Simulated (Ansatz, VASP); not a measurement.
VB4Os: VASP beside Ansatz

The input INCAR:

```
SYSTEM = VB4Os
ALGO = Normal ; EDIFF = 1E-7
ENCUT = 520 ; GGA = PE
ISIF = 2 ; ISMEAR = -1
ISPIN = 2 ; LASPH = .True.
LCHARG = .True. ; LELF = .True.
LMAXMIX = 4 ; LORBIT = 11
LREAL = .False. ; LVHAR = .True.
LWAVE = .False. ; MAGMOM = 1 2 0 0 0 0
NBANDS = 30 ; NELM = 150
PREC = Accurate ; SIGMA = 0.05
```

The input KPOINTS:

```
k-points
0
Gamma
  11 11 4
  0 0 0
```

The input POSCAR:

```
VB4Os
1.0
    2.8774873876      0.0000000000      0.0000000000
   -1.4387436938      2.4919771768      0.0000000000
    0.0000000000      0.0000000000      7.4537050000
Os V B
1 1 4
Direct
    0.3351650000      0.6709520000      0.4943840000
    0.0151430000      0.0093990000     -0.0017180000
   -0.0099920000     -0.0156970000      0.2846050000
    0.3499380000      0.6747510000      0.1974090000
    0.3102560000      0.6512840000      0.7882300000
    0.0070700000      0.0105410000      0.7026250000
```

input.yaml

```yaml
crystal:
  lattice:
    - [2.8774873876, 0.0, 0.0]
    - [-1.4387436938, 2.4919771768, 0.0]
    - [0.0, 0.0, 7.453705]
  atoms:
    - { symbol: Os, position: [0.335165, 0.670952, 0.494384], spin: 1.0 }
    - { symbol: V, position: [0.015143, 0.009399, -0.001718], spin: 2.0 }
    - { symbol: B, position: [-0.009992, -0.015697, 0.284605] }
    - { symbol: B, position: [0.349938, 0.674751, 0.197409] }
    - { symbol: B, position: [0.310256, 0.651284, 0.78823] }
    - { symbol: B, position: [0.00707, 0.010541, 0.702625] }
hamiltonian:
  xc: pbe
  pseudopotentials: { kind: paw }
magnetization:
  spin_polarized: true
kpoints:
  mp_grid: { grid: [11, 11, 4] }
scf:
  occupations: { method: fermi_dirac, width: 0.05 }
output:
  forces: true
  stress: true
  eigenvalues: true
```

Change from the starting cell: atoms moved at random, drawn with an rms of 0.05 Å.

Alike in both runs: task single point; functional PBE; k mesh 11 × 11 × 4; occupations fermi-dirac, width 0.05 eV; collinear spin, ferromagnetic start.

|  | VASP | Ansatz |
| --- | --- | --- |
| version | VASP 6.6.1 | Ansatz 0.2.0 |
| potentials or method | VASP PAW PBE potentials, release 64 (Os, V_sv, B) | Ansatz PAW |
| plane-wave cutoff (eV) | 520 | 420 |
| valence electrons in the cell | 33 | 41 |

```csv
,VASP,Ansatz,Ansatz less VASP
gap on the k mesh at the Fermi level (eV),none,none,-
pressure (GPa),0.8,0.3,-0.57
largest component of the traceless stress (GPa),1.12,1.14,+0.018
rms of the force components (eV/Å),0.408,0.405,-0.0028
net moment per atom (μB),0.00,0.00,0.000
```

Atom by atom the forces differ by 0.012 eV/Å (rms over components). A gap of «none» marks a metal or a gap that the smearing closes. With one functional, cell and mesh, what is left measures potentials, basis and numerics. The two sets of potentials don't hold the same shells in valence.

Caveats: the starting moments weren't kept (Ansatz). The runs have no spin-orbit coupling, so splittings on Os are missing.
